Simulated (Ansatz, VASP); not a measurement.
**SrCd: VASP beside Ansatz**

The input INCAR:

```
PREC = Accurate ; ENCUT = 520
EDIFF = 1E-7 ; ISMEAR = -1
SIGMA = 0.08 ; LREAL = F
LASPH = T ; NELM = 100
ALGO = Normal ; ISIF = 2
LWAVE = F ; LCHARG = T
GGA = CA ; LELF = T
LVHAR = T ; NBANDS = 18
```

Contents of KPOINTS:

```
regular mesh
0
Gamma
  10 10 10
```

Contents of POSCAR:

```
SrCd
1.0
    4.0030000000     -0.0400300000     -0.0400300000
   -0.0400300000      4.0030000000     -0.0400300000
   -0.0400300000     -0.0400300000      4.0030000000
Sr Cd
1 1
Direct
    0.5000000000      0.5000000000      0.5000000000
    0.0000000000      0.0000000000      0.0000000000
```

Input for Ansatz:

```yaml
crystal:
  lattice:
    - [4.003, -0.04003, -0.04003]
    - [-0.04003, 4.003, -0.04003]
    - [-0.04003, -0.04003, 4.003]
  atoms:
    - { symbol: Sr, position: [0.5, 0.5, 0.5] }
    - { symbol: Cd, position: [0.0, 0.0, 0.0] }
kpoints:
  mp_grid: { grid: [10, 10, 10] }
  band_path:
    path:
      - [0.0, 0.0, 0.0]
      - [0.5, 0.0, 0.0]
      - [0.5, -0.5, 0.5]
      - [0.4804921086, -0.5195078914, 0.4804921086]
      - [0.4804921086, 0.4804921086, 0.4804921086]
      - [0.0, 0.0, 0.0]
      - [0.5, -0.5, 0.0]
    npoints: 5
scf:
  occupations: { method: fermi_dirac, width: 0.08 }
hamiltonian:
  xc: lda
  pseudopotentials: { kind: all_electron, lapw: { basis_error: 0.0005 } }
output:
  forces: true
  stress: true
  eigenvalues: true
```

Change from the starting cell: equal xy, yz and zx shear strains of -2 %.

Alike in both runs: task single point; functional LDA; k mesh 10 × 10 × 10; occupations fermi-dirac, width 0.08 eV; no spin polarisation.

```csv
,VASP,Ansatz
version,VASP 6.6.1,Ansatz 0.2.0
potentials or method,"VASP PAW LDA potentials, release 64 (Sr_sv, Cd)","all-electron LAPW, scalar-relativistic"
plane-wave cutoff (eV),520,see its input
```

```csv
,VASP,Ansatz,Ansatz less VASP
pressure (GPa),-1.9,-2.0,-0.10
largest component of the traceless stress (GPa),0.43,0.42,-0.008
```

Ansatz ran all-electron here, so the differences hold the error of VASP's frozen core and of both bases.
